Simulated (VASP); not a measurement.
Set up this calculation in VASP 6.6.1, as the native input.

```
Task                   : single point
Functional             : LDA
Potentials or basis    : VASP PAW LDA potentials, release 64 (Sc_sv, Pd)
Cutoff                 : 520 eV
k mesh                 : 5 × 5 × 5
Occupations            : fermi-dirac, width 0.1 eV
Spin                   : no spin polarisation
Dipole correction      : no
Further INCAR settings : ALGO = Normal; EDIFF = 1e-07; NBANDS = 28
```

The structure of ScPd3 lies in POSCAR:

```
ScPd3
1.0
    3.9820000000      0.0000000000      0.0000000000
    0.0000000000      3.9820000000      0.0000000000
    0.0000000000      0.0000000000      3.9820000000
Sc Pd
1 3
Direct
    0.0000000000      0.0000000000      0.0000000000
    0.0000000000      0.5000000000      0.5000000000
    0.5000000000      0.0000000000      0.5000000000
    0.5000000000      0.5000000000      0.0000000000
```

These files were run (other wordings do the same):

INCAR

```
SYSTEM = ScPd3
PREC = Accurate
ENCUT = 520
EDIFF = 1E-7
ISMEAR = -1
SIGMA = 0.1
LREAL = .FALSE.
LASPH = .TRUE.
NELM = 100
ALGO = Normal
ISIF = 2
LWAVE = .FALSE.
LCHARG = .FALSE.
NBANDS = 28
```

KPOINTS

```
regular mesh
0
G
  5 5 5
  0 0 0
```

Potentials or basis: VASP PAW LDA potentials, release 64 (Sc_sv, Pd).

Command:

```bash
$ cat potpaw_LDA.64/Sc_sv/POTCAR potpaw_LDA.64/Pd/POTCAR > POTCAR
$ mpirun -np 1 vasp_std > vasp.out
```

Results of the run:

| Quantity | Value |
| --- | --- |
| Pressure | -9.6 GPa |
| Band gap on the k mesh | none (metal or under the smearing width) |

It took 15 s on 1 thread of Intel(R) Xeon(R) Platinum 8259CL CPU @ 2.50GHz (Skylake/Cascade Lake), on a shared host, peak memory 0.15 GiB.
